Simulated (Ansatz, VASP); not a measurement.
**Hf (Hafnium): VASP beside Ansatz**

One calculation is typed for both programs; each brings its own data sets. How far apart do they land? The cell is taken from a series of runs on this material, whose earlier steps may have relaxed, scaled, displaced or heated it; both programs get it as it stands.

Method: plane waves, with VASP 6.6.1 beside it; zone-centre phonons at LDA, in Ansatz 0.2.0.

### Step 1. The starting structure

Symmetry: P6_3/mmc, No. 194, hexagonal system. Conventional cell: a = 3.143 Å, b = 3.143 Å, c = 4.968 Å, α = 90.00°, β = 90.00°, γ = 120.00°. Nearest to Hf lie 12 Hf at 3.08 to 3.14 Å.

Structure file:

```xyz
2
Lattice="3.1426 0.0000 0.0000 -1.5713 2.7215 0.0000 0.0000 0.0000 4.9681" Properties=species:S:1:pos:R:3 pbc="T T T"
Hf    0.0000    1.8144    1.2420
Hf    1.5713    0.9072    3.7261
```

### Step 2. VASP: zone-centre phonons, LDA

Second derivatives magnify differences that forces hide, and they need a tight electronic threshold.

Lines of VASP's logs that name or quote its potential files are left out, and so is its time.

INCAR

```
SYSTEM = Hf
PREC = Accurate
ENCUT = 500
EDIFF = 1E-08
NELM = 120
ISMEAR = 1
SIGMA = 0.2
LREAL = .FALSE.
ALGO = Normal
GGA = PW92
NBANDS = 16
LASPH = .TRUE.
LORBIT = 11
LWAVE = .FALSE.
LCHARG = .FALSE.
ISIF = 2
IBRION = 8
GGA_COMPAT = .FALSE.
KPAR = 2
```

POSCAR

```
Hf
1.0
    3.1425593611      0.0000000000      0.0000000000
   -1.5712796805      2.7215362396      0.0000000000
    0.0000000000      0.0000000000      4.9680940006
Hf
2
Direct
    0.3333333334      0.6666666668      0.2500000000
    0.6666666668      0.3333333334      0.7500000000
```

KPOINTS

```
Automatic mesh
0
Gamma
15 15 8
0 0 0
```

Potentials, in the order of the species: Hf_pv (LDA family, release 64).

Launch:

```
mpirun -np 2 vasp_std
```

Numbers of over 12 decimals in the logs are rounded to 6 here.

The program printed:

```text
[banner, memory and clock lines left out]
running    2 mpi-ranks, on    1 nodes
 distrk:  each k-point on    1 cores,    2 groups
 distr:  one band on    1 cores,    1 groups

 POSCAR found type information on POSCAR Hf
 POSCAR found :  1 types and       2 ions
|                                                                             |
|               ----> ADVICE to this user running VASP <----                  |
|                                                                             |
|     You enforced a specific xc type in the INCAR file but a different       |
|     [... a line on the potential file left out ...]
|     I HOPE YOU KNOW WHAT YOU ARE DOING!                                     |
|                                                                             |

 LDA part: xc-table for (Slater(with rela. corr.)+PW92), standard interpolation
 POSCAR, INCAR and KPOINTS ok, starting setup
 FFT: planning ... GRIDC
 FFT: planning ... GRID_SOFT
 FFT: planning ... GRID
 WAVECAR not read
 entering main loop
       N       E                     dE             d eps       ncg     rms          rms(c)
DAV:   1     0.455971323499E+02    0.45597E+02   -0.11415E+04  4328   0.116E+03
DAV:   2    -0.205658181461E+02   -0.66163E+02   -0.64741E+02  5712   0.249E+02
DAV:   3    -0.220730187798E+02   -0.15072E+01   -0.15014E+01  5744   0.260E+01
DAV:   4    -0.220837142422E+02   -0.10695E-01   -0.10692E-01  5232   0.267E+00
DAV:   5    -0.220838455866E+02   -0.13134E-03   -0.13134E-03  5704   0.243E-01    0.673E+01
DAV:   6    -0.215573770541E+02    0.52647E+00   -0.46082E-01  5216   0.447E+00    0.396E+01
DAV:   7    -0.213712848554E+02    0.18609E+00   -0.73268E-01  5248   0.542E+00    0.187E+00
DAV:   8    -0.213623482592E+02    0.89366E-02   -0.44880E-02  4896   0.148E+00    0.340E-01
DAV:   9    -0.213624294043E+02   -0.81145E-04   -0.96532E-04  5912   0.227E-01    0.177E-01
DAV:  10    -0.213624251943E+02    0.42100E-05   -0.44020E-05  5064   0.478E-02    0.190E-01
DAV:  11    -0.213624223653E+02    0.28289E-05   -0.41781E-06  5912   0.133E-02    0.117E-02
DAV:  12    -0.213624223250E+02    0.40358E-07   -0.40891E-07  4904   0.438E-03    0.668E-03
DAV:  13    -0.213624223121E+02    0.12920E-07   -0.22658E-08  4528   0.112E-03    0.126E-03
DAV:  14    -0.213624223126E+02   -0.58185E-09   -0.18165E-09  3008   0.359E-04
   1 F= -.21362422E+02 E0= -.21363599E+02  d E =0.352928E-02
 Linear response reoptimize wavefunctions to high precision
DAV:   1    -0.213624223125E+02    0.12437E-09   -0.30633E-10  3336   0.139E-04
DAV:   2    -0.213624223125E+02   -0.12278E-10   -0.57875E-11  2696   0.619E-05
 Linear response DOF=           2
 Linear response progress:
  Degree of freedom:   1/  2
       N       E                     dE             d eps       ncg     rms          rms(c)
RMM:   1    -0.198348279915E+00   -0.19835E+00    0.46010E+00 18641   0.118E+01
RMM:   2    -0.203453104057E+00   -0.51048E-02   -0.37617E-02 27685   0.120E+00    0.602E-01
RMM:   3    -0.202728522088E+00    0.72458E-03   -0.42979E-03 34852   0.254E-01    0.122E-01
RMM:   4    -0.202390144577E+00    0.33838E-03   -0.47743E-04 41178   0.874E-02    0.192E-01
RMM:   5    -0.202013349448E+00    0.37680E-03   -0.44067E-05 38071   0.355E-02    0.146E-02
RMM:   6    -0.201927148704E+00    0.86201E-04   -0.18889E-05 42547   0.136E-02    0.304E-02
RMM:   7    -0.201934808544E+00   -0.76598E-05   -0.21493E-05 38351   0.578E-03    0.335E-02
RMM:   8    -0.201925873378E+00    0.89352E-05    0.14304E-06 38870   0.212E-03    0.130E-02
RMM:   9    -0.201924790093E+00    0.10833E-05   -0.48063E-06 41596   0.823E-04    0.659E-03
RMM:  10    -0.201924843899E+00   -0.53806E-07   -0.26646E-06 41691   0.380E-04    0.915E-04
RMM:  11    -0.201924566221E+00    0.27768E-06   -0.15223E-06 41499   0.231E-04    0.556E-04
RMM:  12    -0.201924563473E+00    0.27482E-08   -0.92201E-07 41476   0.896E-05    0.247E-05
RMM:  13    -0.201924599488E+00   -0.36015E-07   -0.54188E-07 40764   0.447E-05    0.100E-04
RMM:  14    -0.201924606753E+00   -0.72649E-08   -0.26762E-07 36787   0.289E-05    0.521E-06
RMM:  15    -0.201924616605E+00   -0.98526E-08   -0.15433E-07 35808   0.220E-05    0.284E-05
RMM:  16    -0.201924618959E+00   -0.23534E-08   -0.94622E-08 27598   0.179E-05    0.735E-06
 first order change of Fermi-energy  -0.33519E-05
 force on displaced ion       1 direction 1 :  -1.762  -0.000   0.000
 Linear response progress:
  Degree of freedom:   2/  2
       N       E                     dE             d eps       ncg     rms          rms(c)
RMM:   1    -0.240364475944E+00   -0.24036E+00    0.48809E+00  6453   0.122E+01
RMM:   2    -0.250538882558E+00   -0.10174E-01   -0.43476E-02  9543   0.124E+00    0.745E-01
RMM:   3    -0.249807799155E+00    0.73108E-03   -0.32233E-03 11140   0.276E-01    0.210E-01
RMM:   4    -0.249658779269E+00    0.14902E-03   -0.34831E-04 13269   0.944E-02    0.207E-01
RMM:   5    -0.249415422048E+00    0.24336E-03    0.27372E-05 13056   0.416E-02    0.503E-02
RMM:   6    -0.249333406891E+00    0.82015E-04    0.34047E-05 11305   0.181E-02    0.470E-02
RMM:   7    -0.249353898273E+00   -0.20491E-04   -0.32119E-06 12434   0.636E-03    0.188E-02
RMM:   8    -0.249358210629E+00   -0.43124E-05    0.18456E-05 13305   0.313E-03    0.347E-03
RMM:   9    -0.249351364953E+00    0.68457E-05    0.15015E-05 13580   0.165E-03    0.188E-03
RMM:  10    -0.249351433201E+00   -0.68248E-07    0.78171E-06 12992   0.521E-04    0.527E-04
RMM:  11    -0.249351350765E+00    0.82435E-07    0.69995E-06 13728   0.216E-04    0.124E-04
RMM:  12    -0.249351622360E+00   -0.27159E-06    0.32957E-06 13970   0.734E-05    0.544E-05
RMM:  13    -0.249351759908E+00   -0.13755E-06    0.13303E-06 13143   0.412E-05    0.247E-05
RMM:  14    -0.249351884291E+00   -0.12438E-06   -0.18215E-07 13899   0.246E-05    0.768E-06
RMM:  15    -0.249351861235E+00    0.23056E-07   -0.58235E-08 11739   0.160E-05    0.514E-06
RMM:  16    -0.249351863123E+00   -0.18885E-08   -0.14998E-07 10245   0.129E-05    0.407E-07
RMM:  17    -0.249351867316E+00   -0.41928E-08   -0.20631E-07  8789   0.113E-05    0.180E-07
RMM:  18    -0.249351864758E+00    0.25583E-08   -0.20434E-07  8177   0.104E-05    0.275E-07
RMM:  19    -0.249351864830E+00   -0.72067E-10   -0.20236E-07  7623   0.999E-06    0.346E-07
RMM:  20    -0.249351864403E+00    0.42672E-09   -0.20017E-07  7085   0.971E-06    0.136E-07
RMM:  21    -0.249351865191E+00   -0.78793E-09   -0.21034E-07  6725   0.957E-06    0.766E-08
 first order change of Fermi-energy  -0.16121E-03
 force on displaced ion       1 direction 3 :  -0.000   0.000  -3.612
 Linear response finished
```

OUTCAR, selected parts (step 2):

```text
ion  position               nearest neighbor table
   1  0.333  0.667  0.250-   2 3.08   2 3.08   2 3.08   2 3.08   2 3.08   2 3.08
   2  0.667  0.333  0.750-   1 3.08   1 3.08   1 3.08   1 3.08   1 3.08   1 3.08

  LATTYP: Found a hexagonal cell.
 ALAT       =     3.1425593611
 C/A-ratio  =     1.5809069710

 Subroutine GETGRP returns: Found 24 space group operations
 (whereof 12 operations were pure point group operations)

The static configuration has the point symmetry D_3d.
 The point group associated with its full space group is D_6h.

 Found    135 irreducible k-points:

   k-points           NKPTS =    135   k-points in BZ     NKDIM =    135   number of bands    NBANDS=     16

   dimension x,y,z NGX =    24 NGY =   24 NGZ =   36
   dimension x,y,z NGXF=    48 NGYF=   48 NGZF=   72

   ENCUT  =  500.0 eV  36.75 Ry    6.06 a.u.   5.73  5.73  9.06*2*pi/ulx,y,z

   NELECT =      20.0000    total number of electrons

 k-points in reciprocal lattice and weights: Automatic mesh
   0.00000000  0.00000000  0.00000000       0.001
   0.06666667  0.00000000  0.00000000       0.003
   0.13333333 -0.00000000  0.00000000       0.003
   0.20000000  0.00000000  0.00000000       0.003
   0.26666667 -0.00000000  0.00000000       0.003
   0.33333333 -0.00000000  0.00000000       0.003
   0.40000000 -0.00000000  0.00000000       0.003
   0.46666667  0.00000000  0.00000000       0.003
   0.06666667  0.06666667  0.00000000       0.003
[...]
0.33333333  0.26666667  0.50000000       0.007
   0.33333333  0.33333333  0.50000000       0.001

 average (electrostatic) potential at core
       1 -37.1642       2 -37.1642

  Total       -0.6176220     -0.6176220     -0.6277933     -0.0000000      0.0000000      0.0000000
  in kB      -23.2887345    -23.2887345    -23.6722654     -0.0000000      0.0000000      0.0000000
  external PRESSURE =     -23.4165781 kB  Pullay stress =       0.0000000 kB

  energy-cutoff  :      500.00
  volume of cell :       42.49
      direct lattice vectors                 reciprocal lattice vectors
     3.142559361  0.000000000  0.000000000     0.318211968  0.183719766  0.000000000
    -1.571279680  2.721536240  0.000000000     0.000000000  0.367439531  0.000000000
     0.000000000  0.000000000  4.968094001     0.000000000  0.000000000  0.201284436

 POSITION                                       TOTAL-FORCE (eV/Angst)
 -----------------------------------------------------------------------------------
      0.00000      1.81436      1.24202        -0.000000     -0.000000      0.000000
      1.57128      0.90718      3.72607         0.000000      0.000000      0.000000
 -----------------------------------------------------------------------------------
    total drift:                               -0.000000     -0.000000      0.000000

 Eigenvectors and eigenvalues of the dynamical matrix
 ----------------------------------------------------

   1 f  =    3.145218 THz    19.761990 2PiTHz  104.913191 cm-1    13.007572 meV
             X         Y         Z           dx          dy          dz
      0.000000  1.814357  1.242024    -0.000000    0.000000    0.707107
      1.571280  0.907179  3.726071     0.000000    0.000000   -0.707107

   2 f  =    2.196375 THz    13.800231 2PiTHz   73.263183 cm-1     9.083473 meV
             X         Y         Z           dx          dy          dz
      0.000000  1.814357  1.242024     0.560172    0.431518   -0.000000
      1.571280  0.907179  3.726071    -0.560172   -0.431518   -0.000000

   3 f  =    2.196375 THz    13.800231 2PiTHz   73.263183 cm-1     9.083473 meV
             X         Y         Z           dx          dy          dz
      0.000000  1.814357  1.242024     0.431518   -0.560172    0.000000
      1.571280  0.907179  3.726071    -0.431518    0.560172    0.000000

   4 f/i=    0.000000 THz     0.000000 2PiTHz    0.000000 cm-1     0.000000 meV
             X         Y         Z           dx          dy          dz
      0.000000  1.814357  1.242024     0.707107    0.000002   -0.000000
      1.571280  0.907179  3.726071     0.707107    0.000002   -0.000000

   5 f/i=    0.000000 THz     0.000000 2PiTHz    0.000001 cm-1     0.000000 meV
             X         Y         Z           dx          dy          dz
      0.000000  1.814357  1.242024     0.000002   -0.706541    0.028288
      1.571280  0.907179  3.726071     0.000002   -0.706541    0.028288

   6 f/i=    0.000000 THz     0.000000 2PiTHz    0.000001 cm-1     0.000000 meV
             X         Y         Z           dx          dy          dz
      0.000000  1.814357  1.242024    -0.000000    0.028288    0.706541
      1.571280  0.907179  3.726071    -0.000000    0.028288    0.706541

 ELASTIC MODULI CONTR FROM IONIC RELAXATION (kBar)
 Direction    XX          YY          ZZ          XY          YZ          ZX
 --------------------------------------------------------------------------------
 XX        -127.2341    127.2341      0.0000     -0.0000      0.0000     -0.0000
 YY         127.2341   -127.2341     -0.0000     -0.0000     -0.0000      0.0000
 ZZ           0.0000     -0.0000     -0.0000     -0.0000     -0.0000      0.0000
 XY          -0.0000     -0.0000     -0.0000   -127.2341     -0.0000      0.0000
 YZ           0.0000     -0.0000     -0.0000     -0.0000     -0.0000      0.0000
 ZX          -0.0000      0.0000      0.0000      0.0000      0.0000     -0.0000
 --------------------------------------------------------------------------------
```

(Continued in part 2 of 2.)

[Lines on the potential files, build, host, timing and source positions are cut from VASP's logs without a mark.]

[Logs are printed without paths, hosts, clocks, repeated set-up lines and the standing remarks that a program may print on its own settings, such as how far it seeks lower states.]

[Hosts, paths, dates, database ids (printed as entryN), source tags and the programs' standing remarks are cut or masked in the printed files.]
